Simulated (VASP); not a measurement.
Here is the system:

```
CELL_PARAMETERS angstrom
      4.17073     0.00000     0.00000
      0.00000     4.17073     0.00000
      0.00000     0.00000     4.17073
ATOMIC_POSITIONS crystal
  Cs 0.00000 0.00000 0.00000
  Cl 0.50000 0.50000 0.50000
```

Method: optB86b-vdW, VASP's PBE PAW potentials (set 64) (plane waves; VASP 6.6.1). Run with 520 eV cut-off, 7×7×7 Γ-centred mesh, Gaussian smearing of 0.050 eV, potentials Cs_sv Cl.

Problem. Give the stress tensor in GPa (positive for a compressed cell).

Solution. 
```
-1.01   0.00   0.00
 0.00  -1.01   0.00
 0.00   0.00  -1.01
```
The pressure is its mean diagonal, -1.01 GPa.

The compound is CsCl in the CsCl type structure. This cell is one point of a volume scan, at 1.06 of the reference volume.
